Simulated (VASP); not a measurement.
# SnO2 (Cassiterite): X-ray absorption with a core hole, part 2 of 4

Aim: an X-ray absorption edge of SnO2 (Cassiterite) by the supercell core-hole method. The cell is of the rutile type, one of the forms listed for this formula, which need not be the common one. The start is a cell from a database of measured crystal structures.

VASP 6.6.1, plane waves and PAW; the level of theory is named at each step.

So far. Step 2 (Relaxation): At LDA, with these data sets, the largest force is down to 5.5e-5 eV/Å.

### 3. Supercell without a hole

This step: r2SCAN; plane waves and PAW (O, Sn_d, O) (VASP 6.6.1).

System of this step: SnO2 (Cassiterite). The cell holds 72 atoms: 48 O and 24 Sn. Cell: a = 9.476 Å, b = 9.476 Å, c = 9.559 Å, α = 90.0°, β = 90.0°, γ = 90.0°. It derives from SnO2 (Cassiterite), repeated 2×2×3. Nearest the centre at fractional (0.153, 0.153, 0.000): O1 at 0.00 Å, Sn2 at 2.05 Å, Sn16 at 2.06 Å, Sn14 at 2.06 Å, O49 at 2.60 Å, O63 at 2.90 Å, O42 at 2.90 Å, O39 at 2.90 Å.

The cell without a hole gives, with ICORELEVEL = 1, the Kohn-Sham core levels of the initial state. It is a supercell, which puts a hole 9.5 Å from its nearest image.

Contents of INCAR:

```
SYSTEM = SnO2
PREC = Accurate
ENCUT = 400
EDIFF = 1E-05
NELM = 100
ISMEAR = 0
SIGMA = 0.05
LREAL = Auto
ALGO = Normal
METAGGA = R2SCAN
LASPH = .TRUE.
LWAVE = .FALSE.
LCHARG = .FALSE.
NCORE = 8
ICORELEVEL = 1
```

Contents of POSCAR:

```
SnO2
1.0
    9.4760000000      0.0000000000      0.0000000000
    0.0000000000      9.4760000000      0.0000000000
    0.0000000000      0.0000000000      9.5595000000
O Sn O
1 24 47
Direct
    0.1529580758      0.1529580758      0.0000000000
    0.0000000000      0.0000000000      0.0000000000
    0.0000000000      0.0000000000      0.3333333333
    0.0000000000      0.0000000000      0.6666666667
    0.0000000000      0.5000000000      0.0000000000
    0.0000000000      0.5000000000      0.3333333333
    0.0000000000      0.5000000000      0.6666666667
    0.5000000000      0.0000000000      0.0000000000
    0.5000000000      0.0000000000      0.3333333333
    0.5000000000      0.0000000000      0.6666666667
    0.5000000000      0.5000000000      0.0000000000
    0.5000000000      0.5000000000      0.3333333333
    0.5000000000      0.5000000000      0.6666666667
    0.2500000000      0.2500000000      0.1666666667
    0.2500000000      0.2500000000      0.5000000000
    0.2500000000      0.2500000000      0.8333333333
    0.2500000000      0.7500000000      0.1666666667
    0.2500000000      0.7500000000      0.5000000000
    0.2500000000      0.7500000000      0.8333333333
    0.7500000000      0.2500000000      0.1666666667
    0.7500000000      0.2500000000      0.5000000000
    0.7500000000      0.2500000000      0.8333333333
    0.7500000000      0.7500000000      0.1666666667
    0.7500000000      0.7500000000      0.5000000000
    0.7500000000      0.7500000000      0.8333333333
    0.1529580758      0.1529580758      0.3333333333
    0.1529580758      0.1529580758      0.6666666667
    0.1529580758      0.6529580758      0.0000000000
    0.1529580758      0.6529580758      0.3333333333
    0.1529580758      0.6529580758      0.6666666667
    0.6529580758      0.1529580758      0.0000000000
    0.6529580758      0.1529580758      0.3333333333
    0.6529580758      0.1529580758      0.6666666667
    0.6529580758      0.6529580758      0.0000000000
    0.6529580758      0.6529580758      0.3333333333
    0.6529580758      0.6529580758      0.6666666667
    0.0970419242      0.4029580758      0.1666666667
    0.0970419242      0.4029580758      0.5000000000
    0.0970419242      0.4029580758      0.8333333333
    0.0970419242      0.9029580758      0.1666666667
    0.0970419242      0.9029580758      0.5000000000
    0.0970419242      0.9029580758      0.8333333333
    0.5970419242      0.4029580758      0.1666666667
    0.5970419242      0.4029580758      0.5000000000
    0.5970419242      0.4029580758      0.8333333333
    0.5970419242      0.9029580758      0.1666666667
    0.5970419242      0.9029580758      0.5000000000
    0.5970419242      0.9029580758      0.8333333333
    0.3470419242      0.3470419242      0.0000000000
    0.3470419242      0.3470419242      0.3333333333
    0.3470419242      0.3470419242      0.6666666667
    0.3470419242      0.8470419242      0.0000000000
    0.3470419242      0.8470419242      0.3333333333
    0.3470419242      0.8470419242      0.6666666667
    0.8470419242      0.3470419242      0.0000000000
    0.8470419242      0.3470419242      0.3333333333
    0.8470419242      0.3470419242      0.6666666667
    0.8470419242      0.8470419242      0.0000000000
    0.8470419242      0.8470419242      0.3333333333
    0.8470419242      0.8470419242      0.6666666667
    0.4029580758      0.0970419242      0.1666666667
    0.4029580758      0.0970419242      0.5000000000
    0.4029580758      0.0970419242      0.8333333333
    0.4029580758      0.5970419242      0.1666666667
    0.4029580758      0.5970419242      0.5000000000
    0.4029580758      0.5970419242      0.8333333333
    0.9029580758      0.0970419242      0.1666666667
    0.9029580758      0.0970419242      0.5000000000
    0.9029580758      0.0970419242      0.8333333333
    0.9029580758      0.5970419242      0.1666666667
    0.9029580758      0.5970419242      0.5000000000
    0.9029580758      0.5970419242      0.8333333333
```

Contents of KPOINTS:

```
Automatic mesh
0
Gamma
2 2 2
0 0 0
```

PAW data sets: O, Sn_d and O (PBE family, release 64).

On the command line:

```bash
mpirun -np 8 vasp_std
```

The program printed:

```text
[banner, memory and clock lines left out]
running    8 mpi-ranks, on    1 nodes
 distrk:  each k-point on    8 cores,    1 groups
 distr:  one band on    8 cores,    1 groups

 POSCAR found type information on POSCAR O SnO
 POSCAR found :  3 types and      72 ions
 [... a notice as in an earlier step ...]

 [... a notice as in an earlier step ...]

 LDA part: xc-table for (None), standard interpolation
 POSCAR, INCAR and KPOINTS ok, starting setup
 FFT: planning ... GRIDC
 FFT: planning ... GRID_SOFT
 FFT: planning ... GRID
 WAVECAR not read
 entering main loop
       N       E                     dE             d eps       ncg     rms          rms(c)
DAV:   1     0.116174844336E+05    0.11617E+05   -0.20498E+05  4488   0.234E+03
DAV:   2     0.172116983441E+04   -0.98963E+04   -0.94553E+04  4488   0.715E+02
DAV:   3    -0.930868218253E+03   -0.26520E+04   -0.25219E+04  4796   0.311E+02
DAV:   4    -0.122772064520E+04   -0.29685E+03   -0.29003E+03  5304   0.113E+02
DAV:   5    -0.124016194666E+04   -0.12441E+02   -0.12277E+02  5128   0.231E+01    0.542E+01
DAV:   6    -0.101159491632E+04    0.22857E+03   -0.15506E+02  6288   0.728E+01    0.236E+01
DAV:   7    -0.101572868614E+04   -0.41338E+01   -0.48182E+01  6048   0.148E+01    0.142E+01
DAV:   8    -0.101796602194E+04   -0.22373E+01   -0.15194E+01  6072   0.171E+01    0.754E+00
DAV:   9    -0.101641949859E+04    0.15465E+01   -0.70405E+00  6096   0.121E+01    0.790E-01
DAV:  10    -0.101646883193E+04   -0.49333E-01   -0.57184E-01  5288   0.164E+00    0.963E-01
DAV:  11    -0.101645933132E+04    0.95006E-02   -0.11013E-01  5888   0.919E-01    0.227E-01
DAV:  12    -0.101645940419E+04   -0.72871E-04   -0.61036E-03  6016   0.218E-01    0.844E-02
DAV:  13    -0.101645941367E+04   -0.94818E-05   -0.64971E-04  6096   0.154E-01    0.626E-02
DAV:  14    -0.101645943491E+04   -0.21239E-04   -0.49546E-04  5664   0.534E-02    0.204E-02
DAV:  15    -0.101645945233E+04   -0.17419E-04   -0.31487E-05  3552   0.179E-02    0.180E-02
DAV:  16    -0.101645945181E+04    0.52077E-06   -0.44358E-06  2544   0.790E-03
   1 F= -.10164595E+04 E0= -.10164595E+04  d E =-.213097E-10
```

The job ended after 11 min (8 MPI ranks of AMD EPYC 7R43, shared host; peak memory 2.1 GiB).

From OUTCAR (step 3):

```text
  LATTYP: Found a simple tetragonal cell.
 ALAT       =     9.4760000000
 C/A-ratio  =     1.0088117349

 Subroutine GETGRP returns: Found  4 space group operations
 (whereof  4 operations were pure point group operations)

The static configuration has the point symmetry C_2v.

 Found      6 irreducible k-points:

   k-points           NKPTS =      6   k-points in BZ     NKDIM =      6   number of bands    NBANDS=    374

   dimension x,y,z NGX =    64 NGY =   64 NGZ =   64
   dimension x,y,z NGXF=   128 NGYF=  128 NGZF=  128

   ENCUT  =  400.0 eV  29.40 Ry    5.42 a.u.  15.45 15.45 15.59*2*pi/ulx,y,z

   NELECT =     624.0000    total number of electrons

 the core state eigenenergies are
   1-  1s   -511.4690
   2-  1s -29113.1860  2s  -4409.7979  2p  -3963.6020  3s   -852.1528  3p   -705.1273
       3d   -478.8386  4s   -129.6742  4p    -84.7836
   3-  1s -29113.1862  2s  -4409.7981  2p  -3963.6022  3s   -852.1530  3p   -705.1275
       3d   -478.8388  4s   -129.6743  4p    -84.7838
   4-  1s -29113.1862  2s  -4409.7981  2p  -3963.6022  3s   -852.1530  3p   -705.1275
       3d   -478.8388  4s   -129.6743  4p    -84.7838
   5-  1s -29113.1862  2s  -4409.7981  2p  -3963.6022  3s   -852.1529  3p   -705.1275
       3d   -478.8387  4s   -129.6743  4p    -84.7837
   6-  1s -29113.1862  2s  -4409.7980  2p  -3963.6022  3s   -852.1529  3p   -705.1275
       3d   -478.8387  4s   -129.6743  4p    -84.7837
   7-  1s -29113.1862  2s  -4409.7980  2p  -3963.6022  3s   -852.1529  3p   -705.1275
       3d   -478.8387  4s   -129.6743  4p    -84.7837
   8-  1s -29113.1862  2s  -4409.7981  2p  -3963.6022  3s   -852.1529  3p   -705.1275
       3d   -478.8387  4s   -129.6743  4p    -84.7837
   9-  1s -29113.1862  2s  -4409.7980  2p  -3963.6022  3s   -852.1529  3p   -705.1275
       3d   -478.8387  4s   -129.6743  4p    -84.7837
  10-  1s -29113.1862  2s  -4409.7980  2p  -3963.6022  3s   -852.1529  3p   -705.1275
       3d   -478.8387  4s   -129.6743  4p    -84.7837
  11-  1s -29113.1862  2s  -4409.7981  2p  -3963.6023  3s   -852.1530  3p   -705.1275
       3d   -478.8388  4s   -129.6743  4p    -84.7837
  12-  1s -29113.1861  2s  -4409.7980  2p  -3963.6022  3s   -852.1529  3p   -705.1275
       3d   -478.8387  4s   -129.6743  4p    -84.7837
  13-  1s -29113.1861  2s  -4409.7980  2p  -3963.6022  3s   -852.1529  3p   -705.1275
       3d   -478.8387  4s   -129.6743  4p    -84.7837
  14-  1s -29113.1861  2s  -4409.7980  2p  -3963.6021  3s   -852.1529  3p   -705.1275
       3d   -478.8387  4s   -129.6743  4p    -84.7837
  15-  1s -29113.1863  2s  -4409.7981  2p  -3963.6023  3s   -852.1530  3p   -705.1276
       3d   -478.8388  4s   -129.6743  4p    -84.7837
  16-  1s -29113.1861  2s  -4409.7980  2p  -3963.6021  3s   -852.1529  3p   -705.1275
       3d   -478.8387  4s   -129.6743  4p    -84.7837
  17-  1s -29113.1862  2s  -4409.7980  2p  -3963.6022  3s   -852.1529  3p   -705.1275
       3d   -478.8387  4s   -129.6743  4p    -84.7837
  18-  1s -29113.1862  2s  -4409.7981  2p  -3963.6022  3s   -852.1529  3p   -705.1275
       3d   -478.8387  4s   -129.6743  4p    -84.7837
  19-  1s -29113.1862  2s  -4409.7980  2p  -3963.6022  3s   -852.1529  3p   -705.1275
       3d   -478.8387  4s   -129.6743  4p    -84.7837
  20-  1s -29113.1862  2s  -4409.7980  2p  -3963.6022  3s   -852.1529  3p   -705.1275
       3d   -478.8387  4s   -129.6743  4p    -84.7837
[...]
71-  1s   -511.4690
  72-  1s   -511.4689

 E-fermi :   5.9313

 k-point     1 :       0.0000    0.0000    0.0000
  band No.  band energies     occupation
    ...
    308       5.0747      2.00000
    309       5.0747      2.00000
    310       5.0747      2.00000
    311       5.0747      2.00000
    312       5.7138      2.00000
    313       7.6707      0.00000
    314      10.8739      0.00000
    315      10.8739      0.00000
    316      10.8739      0.00000
    317      10.8739      0.00000
    ...

 k-point     2 :       0.5000    0.0000    0.0000
  band No.  band energies     occupation
    ...
    308       4.9619      2.00000
    309       4.9619      2.00000
    310       4.9619      2.00000
    311       5.4241      2.00000
    312       5.4241      2.00000
    313       8.9240      0.00000
    314       8.9240      0.00000
    315      11.0946      0.00000
    316      11.0946      0.00000
    317      11.0946      0.00000
    ...

  Total       -8.4991561     -8.4991561      0.4385796      0.0001326      0.0000000      0.0000000
  in kB      -15.8635764    -15.8635764      0.8186038      0.0002474      0.0000000      0.0000000
  external PRESSURE =     -10.3028497 kB  Pullay stress =       0.0000000 kB

  energy-cutoff  :      400.00
  volume of cell :      858.39
      direct lattice vectors                 reciprocal lattice vectors
     9.476000000  0.000000000  0.000000000     0.105529759  0.000000000  0.000000000
     0.000000000  9.476000000  0.000000000     0.000000000  0.105529759  0.000000000
     0.000000000  0.000000000  9.559500000     0.000000000  0.000000000  0.104607982

 POSITION                                       TOTAL-FORCE (eV/Angst)
 -----------------------------------------------------------------------------------
      1.44943      1.44943      0.00000        -0.062093     -0.062093     -0.000000
      0.00000      0.00000      0.00000        -0.000008     -0.000008     -0.000000
      0.00000      0.00000      3.18650        -0.000014     -0.000014     -0.001586
      0.00000      0.00000      6.37300        -0.000014     -0.000014      0.001586
      0.00000      4.73800      0.00000        -0.000000     -0.000025     -0.000000
      0.00000      4.73800      3.18650        -0.000006     -0.000013     -0.001518
      0.00000      4.73800      6.37300        -0.000006     -0.000013      0.001518
      4.73800      0.00000      0.00000        -0.000025     -0.000000     -0.000000
      4.73800      0.00000      3.18650        -0.000013     -0.000006     -0.001518
      4.73800      0.00000      6.37300        -0.000013     -0.000006      0.001518
      4.73800      4.73800      0.00000        -0.000055     -0.000055     -0.000000
      4.73800      4.73800      3.18650        -0.000013     -0.000013     -0.001550
      4.73800      4.73800      6.37300        -0.000013     -0.000013      0.001550
      2.36900      2.36900      1.59325         0.000006      0.000006      0.001507
      2.36900      2.36900      4.77975         0.000015      0.000015     -0.000000
      2.36900      2.36900      7.96625         0.000006      0.000006     -0.001507
      2.36900      7.10700      1.59325        -0.000016      0.000011      0.001526
      2.36900      7.10700      4.77975        -0.000006     -0.000001     -0.000000
      2.36900      7.10700      7.96625        -0.000016      0.000011     -0.001526
      7.10700      2.36900      1.59325         0.000011     -0.000016      0.001526
      7.10700      2.36900      4.77975        -0.000001     -0.000006     -0.000000
      7.10700      2.36900      7.96625         0.000011     -0.000016     -0.001526
      7.10700      7.10700      1.59325         0.000025      0.000025      0.001548
      7.10700      7.10700      4.77975        -0.000004     -0.000004     -0.000000
      7.10700      7.10700      7.96625         0.000025      0.000025     -0.001548
      1.44943      1.44943      3.18650        -0.063164     -0.063164     -0.000132
      1.44943      1.44943      6.37300        -0.063164     -0.063164      0.000132
      1.44943      6.18743      0.00000        -0.062096     -0.062093     -0.000000
      1.44943      6.18743      3.18650        -0.063151     -0.063149     -0.000171
      1.44943      6.18743      6.37300        -0.063151     -0.063149      0.000171
      6.18743      1.44943      0.00000        -0.062093     -0.062096     -0.000000
      6.18743      1.44943      3.18650        -0.063149     -0.063151     -0.000171
      6.18743      1.44943      6.37300        -0.063149     -0.063151      0.000171
      6.18743      6.18743      0.00000        -0.062106     -0.062106     -0.000000
      6.18743      6.18743      3.18650        -0.063150     -0.063150     -0.000171
      6.18743      6.18743      6.37300        -0.063150     -0.063150      0.000171
      0.91957      3.81843      1.59325         0.063146     -0.063148      0.000135
      0.91957      3.81843      4.77975         0.062131     -0.062126     -0.000000
[...]
-----------------------------------------------------------------------------------
    total drift:                                0.000044      0.000044      0.000000

  FREE ENERGIE OF THE ION-ELECTRON SYSTEM (eV)
  ---------------------------------------------------
  free  energy   TOTEN  =     -1016.4594518123 eV

  energy  without entropy=    -1016.4594518123  energy(sigma->0) =    -1016.45945181

[... 6 further parts left out ...]
```

The PAW data sets were made with PBE, which is usual practice but a small mismatch for other functionals.

Numbers from this step:

```
free energy (TOTEN) : -1016.4595 eV
Fermi energy        : 5.931 eV
pressure            : -1.030 GPa
```

[end of part 2 of 4]

[Lines on the potential files, build, host, timing and source positions are cut from VASP's logs without a mark.]

[Logs are printed without paths, hosts, clocks, repeated set-up lines and the standing remarks that a program may print on its own settings, such as how far it seeks lower states.]

[Hosts, paths, dates, database ids (printed as entryN), source tags and the programs' standing remarks are cut or masked in the printed files.]
